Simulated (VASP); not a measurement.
Input of a VASP 6.6.1 run:

Contents of INCAR:

```
PREC     = Accurate       # precision mode
ENCUT    = 520            # plane-wave cutoff, eV
EDIFF    = 1E-6           # SCF threshold, eV
ISMEAR   = 0              # smearing method
SIGMA    = 0.1            # smearing width, eV
LREAL    = F              # projectors in reciprocal space
LASPH    = T              # aspherical terms in the spheres
NELM     = 60             # most SCF steps
ALGO     = Normal         # electronic algorithm
ISIF     = 2              # what is computed and relaxed
LWAVE    = F              # write WAVECAR
LCHARG   = T              # write CHGCAR
GGA      = PE             # functional
LELF     = T              # ELF
LVHAR    = T            
NBANDS   = 26             # bands
```

KPOINTS

```
Automatic mesh
0
Gamma
  4 3 2
```

Contents of POSCAR:

```
RbIr
1.0
    0.0000002900      5.0803090000      0.0000002000
    4.4051478600     -2.5401547500     -0.0000001000
    1.4662391400      2.5401547500     -8.2924599000
Rb Ir
2 2
Direct
    0.0120623410      0.0017535766     -0.0028152078
   -0.0102871462      0.4991824006      0.4992512473
    0.5006736064      0.7492904234      0.7505629331
    0.4985370928      0.2502932765      0.2510217836
```

Potentials or basis: VASP PAW PBE potentials, release 64 (Rb_sv, Ir).

Command:

```bash
$ cat potpaw_PBE.64/Rb_sv/POTCAR potpaw_PBE.64/Ir/POTCAR > POTCAR
$ mpirun -np 1 vasp_std > vasp.out
```

(1) Predict the band gap on the k mesh.

(2) Predict the largest force.

(3) What does it give for the pressure?

## Answers

(1) none (metal or under the smearing width).

(2) 0.055 eV/Å.

(3) -0.8 GPa.

Caveat: the k mesh is coarse (spacing up to 0.48 Å⁻¹), so the values aren't converged.
